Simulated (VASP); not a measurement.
Consider the following.

```
CELL_PARAMETERS angstrom
      0.00000     2.13146     2.13146
      2.13146     0.00000     2.13146
      2.13146     2.13146     0.00000
ATOMIC_POSITIONS crystal
  Si 0.00000 0.00000 0.00000
  C  0.25000 0.25000 0.25000
```

All values below come from SCAN meta-GGA, VASP's PBE PAW potentials (set 64) (plane waves; VASP). Run with 520 eV cut-off, 10×10×10 Γ-centred mesh, Gaussian smearing of 0.050 eV, potentials Si C.

### Question
The job: SiC (zinc blende), 2 atoms, SCAN, static run, 520 eV, 10×10×10 Γ-centred mesh. Roughly how much core time does it take on a busy server core?

### Answer
About 20 core-seconds (one run on a shared machine, a rough figure). It had 47 irreducible k-points, 8 bands, up to 544 plane waves and 24 electronic steps.

The compound is SiC in the zinc blende structure. This cell is one point of a volume scan, at 0.94 of the reference volume.
